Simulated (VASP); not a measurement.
Output of a VASP run:

### OSZICAR
```
       N       E                     dE             d eps       ncg     rms          rms(c)
DAV:   1     0.118961528975E+04    0.11896E+04   -0.53828E+04  2208   0.169E+03
DAV:   2    -0.338831953845E+02   -0.12235E+04   -0.11957E+04  2312   0.558E+02
DAV:   3    -0.900698857113E+02   -0.56187E+02   -0.54415E+02  2825   0.110E+02
DAV:   4    -0.913108496122E+02   -0.12410E+01   -0.12294E+01  2664   0.135E+01
DAV:   5    -0.913308027744E+02   -0.19953E-01   -0.19917E-01  2585   0.172E+00    0.562E+01
DAV:   6    -0.876855112410E+02    0.36453E+01   -0.12170E+01  2492   0.174E+01    0.174E+01
DAV:   7    -0.873268624502E+02    0.35865E+00   -0.94980E-01  2689   0.469E+00    0.416E+00
DAV:   8    -0.872734163982E+02    0.53446E-01   -0.11703E-01  2475   0.128E+00    0.525E-01
DAV:   9    -0.872724649291E+02    0.95147E-03   -0.61511E-03  2553   0.310E-01    0.288E-01
DAV:  10    -0.872723133613E+02    0.15157E-03   -0.71482E-04  2701   0.178E-01    0.923E-02
DAV:  11    -0.872723210727E+02   -0.77114E-05   -0.17448E-05  2490   0.231E-02    0.260E-02
DAV:  12    -0.872723197717E+02    0.13010E-05   -0.50376E-06  2397   0.139E-02    0.495E-03
DAV:  13    -0.872723197998E+02   -0.28174E-07   -0.14258E-07  1529   0.197E-03
   1 F= -.73981666E+02 E0= -.73981200E+02  d E =-.739817E+02
```

File OUTCAR:
```
------------------------ aborting loop because EDIFF is reached ----------------------------------------
  FORCE on cell =-STRESS in cart. coord.  units (eV):
  Direction    XX          YY          ZZ          XY          YZ          ZX
  --------------------------------------------------------------------------------------
  Total       13.2669315     13.2669315     13.2669315     -0.0000000     -0.0000000      0.0000000
  in kB      199.6430163    199.6430163    199.6430163     -0.0000000     -0.0000000      0.0000000
  external PRESSURE =      -0.3569837 kB  Pullay stress =     200.0000000 kB
  volume of cell :      106.47
      direct lattice vectors                 reciprocal lattice vectors
     4.739606822  0.000000000  0.000000000     0.210987965  0.000000000  0.000000000
     0.000000000  4.739606822  0.000000000     0.000000000  0.210987965  0.000000000
     0.000000000  0.000000000  4.739606822     0.000000000  0.000000000  0.210987965
 POSITION                                       TOTAL-FORCE (eV/Angst)
 -----------------------------------------------------------------------------------
      2.36980      2.36980      2.36980        -0.000000     -0.000000     -0.000000
      0.00000      0.00000      0.00000        -0.000000     -0.000000     -0.000000
      1.18490      0.00000      2.36980         0.000000      0.000000     -0.000000
      2.36980      1.18490      0.00000        -0.000000     -0.000000     -0.000000
      2.36980      3.55471      0.00000         0.000000      0.000000      0.000000
      3.55471      0.00000      2.36980        -0.000000      0.000000      0.000000
      0.00000      2.36980      3.55471         0.000000      0.000000      0.000000
      0.00000      2.36980      1.18490         0.000000     -0.000000     -0.000000
 -----------------------------------------------------------------------------------
    total drift:                                0.000000      0.000000     -0.000000
  FREE ENERGIE OF THE ION-ELECTRON SYSTEM (eV)
  ---------------------------------------------------
  free  energy   TOTEN  =       -87.2723197998 eV

  energy  without entropy=      -87.2709219080  energy(sigma->0) =      -87.27185384
  enthalpy is  TOTEN    =       -73.9816655225 eV   P V=       13.2906542774

 reached required accuracy - stopping structural energy minimisation
```
(Selected blocks of OUTCAR.)

File POSCAR:
```
Mo3Si
1
    4.7396068223    -0.0000000000     0.0000000000
    0.0000000000     4.7396068223     0.0000000000
    0.0000000000    -0.0000000000     4.7396068223
Si Mo
2 6
Direct
  0.5000000000   0.5000000000   0.5000000000
  1.0000000000   0.0000000000   0.0000000000
  0.2500000000   1.0000000000   0.5000000000
  0.5000000000   0.2500000000   0.0000000000
  0.5000000000   0.7500000000   1.0000000000
  0.7500000000   1.0000000000   0.5000000000
  0.0000000000   0.5000000000   0.7500000000
  0.0000000000   0.5000000000   0.2500000000
```

Q: Reconstruct the remaining input files.

A: One answer among several that fit: the input of the run itself, LDA (Ceperley-Alder, Perdew-Zunger), plane waves, VASP's LDA PAW potentials (set 64).

### INCAR
```
! general
SYSTEM   =  Mo3Si
PREC     =  Accurate
ENCUT    =  500
LREAL    =  .FALSE.
LASPH    =  .TRUE.

! electronic loop
EDIFF    =  1E-6
NELM     =  100
ALGO     =  Normal
LMAXMIX  =  4

! smearing
ISMEAR   =  1
SIGMA    =  0.1

! ions
IBRION   =  2
NSW      =  40
ISIF     =  3
EDIFFG   =  -0.02
PSTRESS  =  200

! output
LWAVE    =  .FALSE.
LCHARG   =  .FALSE.
```

KPOINTS:
```
Regular mesh
0
gamma
 7 7 7
0 0 0
```

POTCAR, in this order: Si Mo_sv (LDA.64 set). Program: vasp_std.

The compound is Mo3Si in the A15 structure. It was relaxed first under an external pressure of 20 GPa.
